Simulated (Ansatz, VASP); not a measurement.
## ScTa2 in VASP and in Ansatz

```xyz
3
Lattice="4.0146 0.0000 0.0000 -2.0073 3.4767 0.0000 0.0000 0.0000 4.3372" Properties=species:S:1:pos:R:3 pbc="T T T"
Sc    0.0000    0.0000    0.0000
Ta    0.0000    2.3178    2.2065
Ta    2.0073    1.1589    2.1308
```

Alike in both runs: task single point; functional PBE; k mesh 6 × 6 × 4; occupations gaussian, width 0.1 eV; no spin polarisation.

```csv
,VASP,Ansatz
version,VASP 6.6.1,Ansatz 0.2.0
potentials or method,"VASP PAW PBE potentials, release 64 (Sc_sv, Ta_pv)","scalar-relativistic, plane waves, PAW"
plane-wave cutoff (eV),520,420
valence electrons in the cell,33,37
```

|  | VASP | Ansatz | Ansatz less VASP |
| --- | --- | --- | --- |
| gap on the k mesh at the Fermi level (eV) | none | none | - |
| pressure (GPa) | 22.3 | 21.6 | -0.65 |
| largest component of the traceless stress (GPa) | 35.65 | 35.09 | -0.566 |
| rms of the force components (eV/Å) | 0.091 | 0.095 | +0.0035 |

Atom by atom the forces differ by 0.003 eV/Å (rms over components). A gap of «none» marks a metal or a gap that the smearing closes. The functional is the same, so the differences come from potentials, cutoffs and numerics. The two sets of potentials don't hold the same shells in valence.

Caveats: the k mesh is coarse (spacing up to 0.36 Å⁻¹), so the values aren't converged; so large a pressure means that the cell lies far from this level's equilibrium, or that cutoff or potentials fall short (VASP). The runs have no spin-orbit coupling, so splittings on Ta are missing.
